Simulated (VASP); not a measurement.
All values below come from optB86b-vdW, VASP's PBE PAW potentials (set 64) (plane waves; VASP).

The input files of a VASP run:

INCAR:
```
SYSTEM  =  ZrC
PREC  =  Accurate; ENCUT  =  520; LREAL  =  .FALSE.
LASPH  =  .TRUE.
EDIFF  =  1E-7; NELM  =  100; ALGO  =  Normal
LMAXMIX  =  4
ISMEAR  =  -5
GGA  =  MK; LUSE_VDW  =  .TRUE.; AGGAC  =  0.0
PARAM1  =  0.1234; PARAM2  =  1.0
ISIF  =  2
LWAVE  =  .FALSE.; LCHARG  =  .TRUE.; LORBIT  =  11
NEDOS  =  601
```

### POSCAR
```
ZrC
1
    0.0000000000     2.3482242201     2.3482242201
    2.3482242201     0.0000000000     2.3482242201
    2.3482242201     2.3482242201    -0.0000000000
Zr C
1 1
Direct
  0.0000000000   0.0000000000   0.0000000000
  0.5000000000   0.5000000000   0.5000000000
```

File KPOINTS:
```
K-points
0
G
  15 15 15
0 0 0
```

POTCAR, in this order: Zr_sv C (PBE.64 set). Program: vasp_std.

What VASP printed:

### OUTCAR
```
 ion  position               nearest neighbor table
   1  0.000  0.000  0.000-   2 2.35   2 2.35   2 2.35   2 2.35   2 2.35   2 2.35
   2  0.500  0.500  0.500-   1 2.35   1 2.35   1 2.35   1 2.35   1 2.35   1 2.35
  LATTYP: Found a face centered cubic cell.
 ALAT       =     4.6964484402
 Subroutine PRICEL returns:
 Original cell was already a primitive cell.
 Subroutine GETGRP returns: Found 48 space group operations
The static configuration has the point symmetry O_h .
The dynamic configuration has the point symmetry O_h .
 Subroutine INISYM returns: Found 48 space group operations
 Subroutine IBZKPT returns following result:
 Found    120 irreducible k-points:

 Following reciprocal coordinates:
            Coordinates               Weight
  0.000000  0.000000  0.000000      1.000000
  0.066667  0.000000  0.000000      8.000000
  0.133333  0.000000  0.000000      8.000000
  0.200000  0.000000  0.000000      8.000000
  0.266667  0.000000  0.000000      8.000000
  0.333333  0.000000  0.000000      8.000000
  0.400000  0.000000  0.000000      8.000000
  0.466667  0.000000  0.000000      8.000000
  0.066667  0.066667  0.000000      6.000000
  0.133333  0.066667  0.000000     24.000000
  0.200000  0.066667  0.000000     24.000000
  0.266667  0.066667  0.000000     24.000000
  0.333333  0.066667  0.000000     24.000000
  0.400000  0.066667  0.000000     24.000000
  0.466667  0.066667  0.000000     24.000000
 -0.466667  0.066667  0.000000     24.000000
 -0.400000  0.066667  0.000000     24.000000
 -0.333333  0.066667  0.000000     24.000000
 -0.266667  0.066667  0.000000     24.000000
 -0.200000  0.066667  0.000000     24.000000
 -0.133333  0.066667  0.000000     24.000000
 -0.066667  0.066667  0.000000     12.000000
  0.133333  0.133333  0.000000      6.000000
  0.200000  0.133333  0.000000     24.000000
  0.266667  0.133333  0.000000     24.000000
  0.333333  0.133333  0.000000     24.000000
  0.400000  0.133333  0.000000     24.000000
  0.466667  0.133333  0.000000     24.000000
 -0.466667  0.133333  0.000000     24.000000
 -0.400000  0.133333  0.000000     24.000000
 -0.333333  0.133333  0.000000     24.000000
 -0.266667  0.133333  0.000000     24.000000
 -0.200000  0.133333  0.000000     24.000000
 -0.133333  0.133333  0.000000     12.000000
  0.200000  0.200000  0.000000      6.000000
  0.266667  0.200000  0.000000     24.000000
  0.333333  0.200000  0.000000     24.000000
  0.400000  0.200000  0.000000     24.000000
  0.466667  0.200000  0.000000     24.000000
 -0.466667  0.200000  0.000000     24.000000
   k-points           NKPTS =    120   k-points in BZ     NKDIM =    120   number of bands    NBANDS=     12
   number of dos      NEDOS =    601   number of ions     NIONS =      2
   total plane-waves  NPLWV =  21952
   dimension x,y,z NGX =    28 NGY =   28 NGZ =   28
   dimension x,y,z NGXF=    56 NGYF=   56 NGZF=   56
   ions per type =               1   1
   PREC   = accura    normal or accurate (medium, high low for compatibility)
   ISTART =      0    job   : 0-new  1-cont  2-samecut
   ICHARG =      2    charge: 1-file 2-atom 10-const
   ISPIN  =      1    spin polarized calculation?
   LNONCOLLINEAR =      F non collinear calculations
   LSORBIT =      F    spin-orbit coupling
   INIWAV =      1    electr: 0-lowe 1-rand  2-diag
   ENCUT  =  520.0 eV  38.22 Ry    6.18 a.u.   6.17  6.17  6.17*2*pi/ulx,y,z
   NELM   =    100;   NELMIN=  2; NELMDL= -5     # of ELM steps
   EDIFF  = 0.1E-06   stopping-criterion for ELM
   LREAL  =      F    real-space projection
   NLSPLINE    = F    spline interpolate recip. space projectors
   LMAXMIX     =    4 max onsite mixed and CHGCAR
...
```

### OSZICAR
```
       N       E                     dE             d eps       ncg     rms          rms(c)
DAV:   1     0.114182822944E+03    0.11418E+03   -0.89983E+03  2888   0.135E+03
DAV:   2    -0.135226489017E+02   -0.12771E+03   -0.12005E+03  3364   0.336E+02
DAV:   3    -0.193302377381E+02   -0.58076E+01   -0.56890E+01  4156   0.644E+01
DAV:   4    -0.195990514761E+02   -0.26881E+00   -0.26862E+00  3904   0.127E+01
DAV:   5    -0.196039605516E+02   -0.49091E-02   -0.49089E-02  4036   0.168E+00    0.213E+01
DAV:   6    -0.162655663713E+02    0.33384E+01   -0.16808E+01  3264   0.284E+01    0.820E+00
DAV:   7    -0.161280380171E+02    0.13753E+00   -0.79421E-01  3404   0.726E+00    0.603E+00
DAV:   8    -0.161217272217E+02    0.63108E-02   -0.13984E-01  3108   0.348E+00    0.154E+00
DAV:   9    -0.161172953571E+02    0.44319E-02   -0.30745E-02  3572   0.116E+00    0.450E-01
DAV:  10    -0.161177037030E+02   -0.40835E-03   -0.19648E-03  3344   0.569E-01    0.363E-01
DAV:  11    -0.161174878399E+02    0.21586E-03   -0.68502E-04  3156   0.208E-01    0.183E-02
DAV:  12    -0.161174857326E+02    0.21074E-05   -0.14916E-05  4248   0.407E-02    0.109E-02
DAV:  13    -0.161174857636E+02   -0.31072E-07   -0.40696E-07  3344   0.599E-03
   1 F= -.16117486E+02 E0= -.16117486E+02  d E =0.000000E+00
```

### OUTCAR
```
------------------------ aborting loop because EDIFF is reached ----------------------------------------
  FORCE on cell =-STRESS in cart. coord.  units (eV):
  Direction    XX          YY          ZZ          XY          YZ          ZX
  --------------------------------------------------------------------------------------
  Total       -0.0091327     -0.0091327     -0.0091327      0.0000000      0.0000000     -0.0000000
  in kB       -0.5650142     -0.5650142     -0.5650142      0.0000000      0.0000000     -0.0000000
  external PRESSURE =      -0.5650142 kB  Pullay stress =       0.0000000 kB
  volume of cell :       25.90
      direct lattice vectors                 reciprocal lattice vectors
     0.000000000  2.348224220  2.348224220    -0.212926856  0.212926856  0.212926856
     2.348224220  0.000000000  2.348224220     0.212926856 -0.212926856  0.212926856
     2.348224220  2.348224220  0.000000000     0.212926856  0.212926856 -0.212926856
 POSITION                                       TOTAL-FORCE (eV/Angst)
 -----------------------------------------------------------------------------------
      0.00000      0.00000      0.00000        -0.000000     -0.000000     -0.000000
      2.34822      2.34822      2.34822         0.000000      0.000000      0.000000
 -----------------------------------------------------------------------------------
    total drift:                                0.000000      0.000000      0.000000
  FREE ENERGIE OF THE ION-ELECTRON SYSTEM (eV)
  ---------------------------------------------------
  free  energy   TOTEN  =       -16.1174857636 eV

  energy  without entropy=      -16.1174857636  energy(sigma->0) =      -16.11748576

 total charge

# of ion       s       p       d       tot
------------------------------------------
    1        2.175   6.042   1.637   9.854
    2        0.886   1.480   0.000   2.367
--------------------------------------------------
tot          3.062   7.522   1.637  12.221
```
(Selected blocks of OUTCAR.)

For a metal the tetrahedron method with Blöchl corrections gives inexact stress and forces.

The compound is ZrC in the rock salt structure. It was relaxed first.
